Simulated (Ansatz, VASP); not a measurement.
# SrTiO3 (Tausonite) in two plane-wave programs, part 2 of 2

One calculation is typed for both programs; each brings its own data sets. How far apart do they land? The cell is taken from a series of runs on this material, whose earlier steps may have relaxed, scaled, displaced or heated it; both programs get it as it stands.

VASP 6.6.1 and Ansatz 0.2.0.

So far: Starting point; VASP: single point, PBEsol; Ansatz: single point, PBEsol; Differences.

### 5. VASP: single point, r2SCAN

Level of this step: r2SCAN, no spin polarisation; plane waves and PAW (Sr_sv, Ti_sv, O) (VASP).

With cell and atoms fixed, the geometry can't cause a difference; cores, projectors, grids and the points listed under the comparison can. The cell compared in this pair holds 59.56 Å³, against 58.94 Å³ for the pair before.

Contents of INCAR:

```
SYSTEM = SrTiO3
PREC = Accurate
ENCUT = 580
EDIFF = 1E-06
NELM = 120
ISMEAR = 0
SIGMA = 0.01
LREAL = .FALSE.
ALGO = Normal
METAGGA = R2SCAN
LASPH = .TRUE.
NBANDS = 26
LORBIT = 11
LWAVE = .FALSE.
LCHARG = .FALSE.
ISIF = 2
GGA_COMPAT = .FALSE.
EFERMI = MIDGAP
LMIXTAU = .TRUE.
KPAR = 2
```

Contents of POSCAR:

```
SrTiO3
1.0
    3.9052800000      0.0000000000      0.0000000000
    0.0000000000      3.9052800000      0.0000000000
    0.0000000000      0.0000000000      3.9052800000
Sr Ti O
1 1 3
Direct
    0.5000000000      0.5000000000      0.5000000000
    0.0000000000      0.0000000000      0.0000000000
    0.5000000000      0.0000000000      0.0000000000
    0.0000000000      0.5000000000      0.0000000000
    0.0000000000      0.0000000000      0.5000000000
```

Contents of KPOINTS:

```
Automatic mesh
0
Gamma
6 6 6
0 0 0
```

The projector-augmented-wave data sets are Sr_sv, Ti_sv and O (PBE family, release 64).

The run is started by

```console
$ mpirun -np 2 vasp_std
```

Numbers of over 12 decimals in the logs are rounded to 6 here.

The log of the run:

```text
[banner, memory and clock lines left out]
running    2 mpi-ranks, on    1 nodes
[...]
[... a notice as in an earlier step ...]

 LDA part: xc-table for (None), standard interpolation
 POSCAR, INCAR and KPOINTS ok, starting setup
[...]
entering main loop
       N       E                     dE             d eps       ncg     rms          rms(c)
DAV:   1     0.437755489317E+03    0.43776E+03   -0.23024E+04  1040   0.184E+03
DAV:   2    -0.389887182847E+02   -0.47674E+03   -0.46198E+03  1236   0.493E+02
DAV:   3    -0.831644130760E+02   -0.44176E+02   -0.43898E+02  1260   0.150E+02
DAV:   4    -0.861682703233E+02   -0.30039E+01   -0.29982E+01  1814   0.314E+01
[...]
DAV:  19    -0.633341118817E+02    0.10558E-05   -0.20501E-06   806   0.137E-02    0.591E-03
DAV:  20    -0.633341129812E+02   -0.10995E-05   -0.30330E-06   928   0.138E-02    0.140E-03
DAV:  21    -0.633341135818E+02   -0.60059E-06   -0.39062E-07   642   0.641E-03
   1 F= -.63334114E+02 E0= -.63334114E+02  d E =0.000000E+00
```

From OUTCAR (step 5):

```text
  Total        0.4006297      0.4006297      0.4006297     -0.0000000     -0.0000000      0.0000000
  in kB       10.7769832     10.7769832     10.7769832     -0.0000000     -0.0000000      0.0000000
  external PRESSURE =      10.7769832 kB  Pullay stress =       0.0000000 kB

 POSITION                                       TOTAL-FORCE (eV/Angst)
 -----------------------------------------------------------------------------------
      1.95264      1.95264      1.95264         0.000000      0.000000      0.000000
      0.00000      0.00000      0.00000         0.000000      0.000000      0.000000
      1.95264      0.00000      0.00000         0.000000      0.000000      0.000000
      0.00000      1.95264      0.00000         0.000000      0.000000      0.000000
      0.00000      0.00000      1.95264         0.000000      0.000000      0.000000
 -----------------------------------------------------------------------------------
    total drift:                                0.000000      0.000000     -0.000000

  FREE ENERGIE OF THE ION-ELECTRON SYSTEM (eV)
  ---------------------------------------------------
  free  energy   TOTEN  =       -63.3341135818 eV

  energy  without entropy=      -63.3341135818  energy(sigma->0) =      -63.33411358

[... 1 part as in an earlier step ...]

[... 2 further parts left out ...]
[key lines of the parts left out:]
E-fermi :   4.9839
```

The run ends at a pressure of 1.08 GPa.

### 6. Ansatz: single point, r2SCAN

The same cell, functional and mesh now go to Ansatz, which takes its cutoff from its data sets.

The cell is taken from a series of runs on this material, whose earlier steps may have relaxed, scaled, displaced or heated it; both programs get it as it stands.

Contents of input.yaml:

```yaml
crystal:
  lattice:
    - [3.90528, 0.0, 0.0]
    - [0.0, 3.90528, 0.0]
    - [0.0, 0.0, 3.90528]
  atoms:
    - { symbol: Sr, position: [0.5, 0.5, 0.5] }
    - { symbol: Ti, position: [0.0, 0.0, 0.0] }
    - { symbol: O, position: [0.5, 0.0, 0.0] }
    - { symbol: O, position: [0.0, 0.5, 0.0] }
    - { symbol: O, position: [0.0, 0.0, 0.5] }
kpoints:
  mp_grid: { grid: [6, 6, 6] }
  band_path:
    path:
      - [[0.0, 0.0, 0.0], [0.0, 0.5, 0.0], [0.5, 0.5, 0.0], [0.0, 0.0, 0.0], [0.5, 0.5, 0.5], [0.0, 0.5, 0.0]]
      - [[0.5, 0.5, 0.0], [0.5, 0.5, 0.5]]
    npoints: 10
scf:
  occupations: { method: fixed }
  n_extra_bands: 9
hamiltonian:
  xc: r2scan
  pseudopotentials: { kind: paw, azcp: { folder: soft_1 } }
output:
  optics:
    e_range: [0, 14]
    de: 0.025
    sigma: 0.1
    nscf_kmesh: { grid: [8, 8, 8] }
    kdotp_interpolation: "on"
    bands: { spectra_wanted_up_to: 14 }
  write_bands: true
```

The run is started by

```console
$ ansatz run input.yaml --threads 4 --pin off --max-ram 8192MiB --backend cpu --events-out ev --progress --plain --runs-dir out
```

The log of the run:

```text
[...]
Crystal: 5 atoms, lattice volume = 59.560 Å³
Basis set: ecut = 500 eV, 1503 PW (Γ), exchange–correlation on 120×120×120 points (64 copies of the dense FFT grid, shifted against one another)
Bands: 29, of which v1, the nominal top of the filled ones, is band 20 counted from 1 (19 counted from 0)
Symmetry: 48 space group operations
[...]
k-points: 20 of 216
[...]
--- Band table (eV; the first three rows and the last of 20) ---
  k-point 0: bands = [... 16 lower, 8.4200, 9.2708, 9.2708, 9.2708, 11.8981, 11.8981, 11.8981, 14.2793, ... 5 higher]
  k-point 1: bands = [... 16 lower, 8.2024, 8.5160, 9.1227, 9.1227, 11.9356, 12.4477, 12.4477, 14.2843, ... 5 higher]
  k-point 2: bands = [... 16 lower, 7.5427, 7.8174, 8.9496, 8.9496, 12.0132, 13.3672, 13.3672, 14.2909, ... 5 higher]
  k-point 19: bands = [... 16 lower, 5.8541, 9.6290, 9.6290, 9.6290, 14.4869, 14.4869, 14.4869, 17.3229, ... 5 higher]
[key lines of the parts left out:]
SCF converged after 11 iterations
Free energy (F): -7774.737636 eV
Fermi energy:    9.629039 eV
```

### 7. Differences

What differs besides the data sets and the points named for the pairs above, as far as they apply: VASP keeps PBE cores, Ansatz makes them for the functional; the cutoff is 500 eV in Ansatz and 580 eV in VASP; in our runs with r2SCAN, forces from VASP's data set Ti_sv part from Ansatz's all-electron ones, so neither program is the reference here. Total energies have different zeros and are not compared.

The two programs side by side:

| quantity | Ansatz | VASP | difference |
| --- | --- | --- | --- |
| gap on the k mesh (eV) | 2.269 | 2.276 | -0.007 |

A gap on the mesh is an upper bound, since the band edges may lie between its points.

### 8. VASP: dielectric response, PBEsol

The response to a field tests empty states and converges slowly with the mesh. The cell compared in this pair holds 58.94 Å³, against 59.56 Å³ for the pair before.

Contents of INCAR:

```
SYSTEM = SrTiO3
PREC = Accurate
ENCUT = 520
EDIFF = 1E-08
NELM = 120
ISMEAR = 0
SIGMA = 0.01
LREAL = .FALSE.
ALGO = Normal
GGA = PS
NBANDS = 26
LASPH = .TRUE.
LORBIT = 11
LWAVE = .FALSE.
LCHARG = .FALSE.
ISIF = 2
LEPSILON = .TRUE.
GGA_COMPAT = .FALSE.
EFERMI = MIDGAP
KPAR = 2
```

Edit POSCAR of step 5 so:

```diff
@@ -2,5 +2,5 @@
 1.0
-    3.9052800000      0.0000000000      0.0000000000
-    0.0000000000      3.9052800000      0.0000000000
-    0.0000000000      0.0000000000      3.9052800000
+    3.8916952985      0.0000000000      0.0000000000
+    0.0000000000      3.8916952985      0.0000000000
+    0.0000000000      0.0000000000      3.8916952985
 Sr Ti O
```

KPOINTS is that of step 5.

The run is started by

```console
$ mpirun -np 2 vasp_std
```

The log of the run:

```text
[banner, memory and clock lines left out]
running    2 mpi-ranks, on    1 nodes
[...]
[... a notice as in an earlier step ...]

 LDA part: xc-table for (Slater+PW92), standard interpolation
 POSCAR, INCAR and KPOINTS ok, starting setup
[...]
entering main loop
       N       E                     dE             d eps       ncg     rms          rms(c)
[... 15 cycles as in an earlier step ...]
DAV:  16    -0.420150924068E+02    0.12866E-05   -0.88727E-06  1236   0.364E-02    0.386E-03
DAV:  17    -0.420150924070E+02   -0.17917E-09   -0.71878E-07  1620   0.791E-03    0.164E-03
DAV:  18    -0.420150924259E+02   -0.18908E-07   -0.67552E-08  1236   0.291E-03    0.761E-04
DAV:  19    -0.420150924460E+02   -0.20060E-07   -0.87212E-09   712   0.840E-04    0.175E-04
DAV:  20    -0.420150924447E+02    0.12546E-08   -0.31269E-09   710   0.652E-04
   1 F= -.42015092E+02 E0= -.42015092E+02  d E =0.000000E+00
 Linear response reoptimize wavefunctions to high precision
DAV:   1    -0.420150924422E+02    0.25125E-08   -0.18362E-09   820   0.215E-04
[...]
RMM:  25    -0.927944103106E+00   -0.77123E-06   -0.18294E-05  3565   0.276E-03    0.911E-04
RMM:  26    -0.927946153280E+00   -0.20502E-05   -0.16510E-05  4081   0.266E-03    0.815E-04
 change of polarisation eV/A/(eV/A) component  2 :    -0.243     1.765    -0.216
 dielectric tensor                  component  2 :    -0.747     6.418    -0.664
 Linear response to external field, progress :
  Direction:   3
       N       E                     dE             d eps       ncg     rms          rms(c)
RMM:   1    -0.828429968846E+00   -0.82843E+00   -0.30856E+00  3537   0.918E+00
RMM:   2    -0.894539037261E+00   -0.66109E-01   -0.14699E-01  4045   0.183E+00    0.139E+00
RMM:   3    -0.889232848950E+00    0.53062E-02   -0.71909E-02  3975   0.131E+00    0.871E-01
RMM:   4    -0.913502258753E+00   -0.24269E-01   -0.33664E-02  4035   0.109E+00    0.273E-01
[...]
RMM:  18    -0.927921191135E+00    0.11230E-05   -0.15955E-05  4456   0.529E-03    0.276E-03
RMM:  19    -0.927927012801E+00   -0.58217E-05   -0.16549E-05  4411   0.466E-03    0.265E-03
RMM:  20    -0.927932738271E+00   -0.57255E-05   -0.13222E-05  4438   0.415E-03    0.248E-03
 change of polarisation eV/A/(eV/A) component  3 :    -0.160    -0.300     1.765
 dielectric tensor                  component  3 :    -0.492    -0.920     6.418
 Born effective charges drift removed
```

Parts of OUTCAR (step 8):

```text
  Total        0.2219698      0.2219698      0.2219698      0.0000000      0.0000000     -0.0000000
  in kB        6.0337599      6.0337599      6.0337599      0.0000000      0.0000000     -0.0000000
  external PRESSURE =       6.0337599 kB  Pullay stress =       0.0000000 kB

 MACROSCOPIC STATIC DIELECTRIC TENSOR (including local field effects in DFT)
 ------------------------------------------------------
           6.418263     0.000000    -0.000000
           0.000000     6.418263    -0.000000
           0.000000     0.000000     6.418263
 ------------------------------------------------------

[... 3 parts as in an earlier step ...]
```

The dielectric response converges more slowly with the mesh than energies do, so tensor and charges may still move on a finer one.

### 9. Ansatz: dielectric response, PBEsol

The same cell, functional and mesh now go to Ansatz, which takes its cutoff from its data sets.

The cell is taken from a series of runs on this material, whose earlier steps may have relaxed, scaled, displaced or heated it; both programs get it as it stands.

Contents of input.yaml:

```yaml
crystal:
  lattice:
    - [3.8916952985, 0.0, 0.0]
    - [0.0, 3.8916952985, 0.0]
    - [0.0, 0.0, 3.8916952985]
  atoms:
    - { symbol: Sr, position: [0.5, 0.5, 0.5] }
    - { symbol: Ti, position: [0.0, 0.0, 0.0] }
    - { symbol: O, position: [0.5, 0.0, 0.0] }
    - { symbol: O, position: [0.0, 0.5, 0.0] }
    - { symbol: O, position: [0.0, 0.0, 0.5] }
kpoints:
  mp_grid: { grid: [6, 6, 6] }
scf:
  occupations: { method: fixed }
hamiltonian:
  xc: pbesol
  pseudopotentials: { kind: paw, azcp: { folder: soft_1 }, xc_functional: pbe }
dielectric: {}
```

The run is started by

```console
$ ansatz run input.yaml --threads 4 --pin off --max-ram 8192MiB --backend cpu --events-out ev --progress --plain --runs-dir out
```

The log of the run:

```text
[...]
Crystal: 5 atoms, lattice volume = 58.941 Å³
Basis set: ecut = 420 eV, 1189 PW (Γ), exchange–correlation on 54×54×54 points (8 copies of the dense FFT grid, shifted against one another)
Bands: 25, of which v1, the nominal top of the filled ones, is band 20 counted from 1 (19 counted from 0)
Symmetry: 48 space group operations
k-points: 40 of 216 (irreducible under 8 space group operations, time reversal used)
[...]
site 2:
[...]
site 3:
[...]
0.00000    0.00000   -2.03645
    site 4:
        -2.03645    0.00000    0.00000
        -0.00000   -2.03645    0.00000
         0.00000    0.00000   -5.78876
  Z* charge neutrality: 3.678e-3 e pre-enforcement
  solved inside a basis spanned on kpoints, on 8×8×8 k-points, its susceptibility summed on 10×10×10: ε∞ is read to err by 1.9e-2, Z* by 3.0e-2 e (field_mesh: kpoints solves on kpoints); Z* is corrected for what the basis lacks
[key lines of the parts left out:]
SCF converged after 10 iterations
Free energy (F): -7657.273015 eV
Fermi energy:    9.967542 eV
```

### 10. Side by side

What differs besides the data sets and the points named for the pairs above, as far as they apply: VASP's response is taken on the typed mesh, Ansatz refines its own for the field response alone. Total energies have different zeros and are not compared.

The two programs side by side:

```
quantity  Ansatz  VASP  difference
   ε∞ xx    6.31  6.42     -1.71 %
   ε∞ yy    6.31  6.42     -1.71 %
   ε∞ zz    6.31  6.42     -1.71 %
```

### 11. Outcome

```yaml
difference_in_gap_on_the_k_mesh_single_point_pbesol: 0.037 eV
difference_in_gap_on_the_k_mesh_single_point_r2scan: -0.0070 eV
difference_in_eps_infinity_xx_dielectric_response_pbesol: -1.7 %
```

In words: The difference in gap on the k mesh is 0.037 eV (single point, PBEsol), within the 0.08 eV picked in this series as the mark of a large difference. Such differences can come from data sets, numerical settings and the points named under the comparisons, not from the functional's error against experiment.

[Lines on the potential files, build, host, timing and source positions are cut from VASP's logs without a mark.]

[Logs are printed without paths, hosts, clocks, repeated set-up lines and the standing remarks that a program may print on its own settings, such as how far it seeks lower states.]

[Hosts, paths, dates, database ids (printed as entryN), source tags and the programs' standing remarks are cut or masked in the printed files.]
